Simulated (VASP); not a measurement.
Energy against volume of KCl (rock salt). These are PBE GGA with D4 dispersion, VASP's PBE PAW potentials (set 64) (plane waves; VASP) values and carry that method's errors. Run with 520 eV cut-off, 7×7×7 Γ-centred mesh, Gaussian smearing of 0.050 eV, potentials K_sv Cl.

| V (Å³/atom) | E (eV/atom) |
|---|---|
| 30.461 | -3.50539 |
| 31.403 | -3.50756 |
| 32.345 | -3.50652 |
| 33.287 | -3.50279 |

Task: Fit these four points and predict the energy of the run at 29.519 Å³/atom.

Result: A cubic in V^(−2/3), the third-order Birch-Murnaghan form, passes through the four points with V0 = 31.54 Å³/atom and B0 = 18 GPa, and gives -3.4994 eV/atom there. The run gave -3.4994 eV/atom, -0.0 meV/atom from the fit; all five points give B0 = 18 GPa.

The compound is KCl in the rock salt structure. It was relaxed first.
